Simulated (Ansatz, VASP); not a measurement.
## One calculation of NbSb, two programs

Contents of INCAR:

```
SYSTEM = NbSb
PREC = Accurate
ENCUT = 520
EDIFF = 1E-7
ISMEAR = -1
SIGMA = 0.05
LREAL = .FALSE.
LASPH = .TRUE.
NELM = 150
ALGO = Normal
ISIF = 2
LWAVE = .FALSE.
LCHARG = .TRUE.
MAGMOM = 0 0 0 0 0 0
LORBIT = 11
LSORBIT = .TRUE.
GGA_COMPAT = .FALSE.
LORBMOM = .TRUE.
LMAXMIX = 4
GGA = PE
LVHAR = .TRUE.
NBANDS = 30
```

Contents of KPOINTS:

```
Automatic mesh
0
G
  10 10 10
  0 0 0
```

The input POSCAR:

```
NbSb
1.0
    0.0000000000      3.1470348721      3.1470348721
    3.1470348721      0.0000000000      3.1470348721
    3.1470348721      3.1470348721      0.0000000000
Nb Sb
1 1
Direct
    0.0000000000      0.0000000000      0.0000000000
    0.2500000000      0.2500000000      0.2500000000
```

Input for Ansatz:

```yaml
crystal:
  lattice:
    - [0.0, 3.1470348721, 3.1470348721]
    - [3.1470348721, 0.0, 3.1470348721]
    - [3.1470348721, 3.1470348721, 0.0]
  atoms:
    - { symbol: Nb, position: [0.0, 0.0, 0.0] }
    - { symbol: Sb, position: [0.25, 0.25, 0.25] }
kpoints:
  mp_grid: { grid: [10, 10, 10] }
  band_path:
    path:
      - [0.0, 0.0, 0.0]
      - [-0.5, -0.5, 0.0]
      - [-0.375, -0.375, 0.25]
      - [-0.375, 0.0, 0.375]
      - [0.0, 0.0, 0.0]
      - [0.0, 0.0, 0.5]
      - [-0.5, -0.25, 0.25]
      - [-0.5, -0.5, 0.0]
    npoints: 5
scf:
  occupations: { method: fermi_dirac, width: 0.05 }
hamiltonian:
  xc: pbe
  pseudopotentials: { kind: all_electron, lapw: { basis_error: 0.001 } }
output:
  forces: true
  stress: true
  eigenvalues: true
magnetization:
  noncollinear: true
  spin_orbit: true
```

Alike in both runs: task single point; functional PBE; k mesh 10 × 10 × 10; occupations fermi-dirac, width 0.05 eV; non-collinear spin, spin-orbit coupling.

```csv
,VASP,Ansatz
version,VASP 6.6.1,Ansatz 0.2.0
potentials or method,"VASP PAW PBE potentials, release 64 (Nb_sv, Sb)",all-electron LAPW
plane-wave cutoff (eV),520,see its input
```

|  | VASP | Ansatz | Ansatz less VASP |
| --- | --- | --- | --- |
| pressure (GPa) | 0.0 | 0.0 | +0.05 |
| net moment per atom (μB) | 0.00 | 0.00 | 0.000 |

Ansatz ran all-electron here, so the differences hold the error of VASP's frozen core and of both bases.
